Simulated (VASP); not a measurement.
Crystal: NiMoIrPdW.

```xyz
5
Lattice="4.1170 0.0000 0.0000 -2.0585 3.5655 0.0000 0.0000 0.0000 5.4458" Properties=species:S:1:pos:R:3 pbc="T T T"
Ni    0.0000    0.0000    5.2157
Mo    2.0585    1.1885    5.2367
Pd    2.0585    1.1885    2.5211
Ir    0.0000    2.3770    3.9521
W     0.0000    2.3770    1.2875
```

The cell was built by a generator and needn't be a form met in nature.

| Property | Result |
| --- | --- |
| Program | VASP 6.6.1 |
| Task | relaxation of cell and atoms |
| Functional | BLYP |
| Potentials or basis | VASP PAW PBE potentials, release 64 (Ni, Mo_sv, Pd, Ir, W_sv) |
| Cutoff | 600 eV |
| k mesh | 8 × 8 × 5 |
| Occupations | fermi-dirac, width 0.05 eV |
| Spin | collinear spin, ferromagnetic start |
| Starting moments | [1.0, 1.0, 0.0, 0.6, 0.0] μB |

At the start: pressure 10.7 GPa; volume 15.99 Å³/atom.

Problem. Where does the relaxation end?

Solution. Over 9 steps the energy falls by 25.7 meV/atom and the volume is 16.79 Å³/atom (+5.0 %); space group P3m1 (No. 156, to 0.05 Å); moment 0.00 μB per cell.

Step by step:
```csv
step,energy change (eV),largest force (eV/Å),pressure (GPa),volume (Å³)
1,0.0000,0.1753,10.74,79.94
2,0.3639,0.3634,-15.61,93.00
3,-0.1277,0.1104,-0.29,84.07
4,-0.1278,0.1085,-0.09,83.95
5,-0.1278,0.1070,0.11,83.87
6,-0.1285,0.0288,0.13,83.88
7,-0.1285,0.0089,0.15,83.89
8,-0.1285,0.0087,-0.25,84.06
9,-0.1286,0.0097,-0.03,83.95
```

Final structure:
```
CELL_PARAMETERS angstrom
4.18333 0.00001 0.00000
-2.09167 3.62288 0.00000
0.00000 0.00000 5.53911
ATOMIC_POSITIONS crystal
Ni 0.00000 0.00000 0.95789
Mo 0.66667 0.33333 0.96313
Pd 0.66667 0.33333 0.46177
Ir 0.33333 0.66667 0.72563
W 0.33333 0.66667 0.23604
```

Caveat: the PAW data sets were made with another functional, which shifts forces and pressure a little.
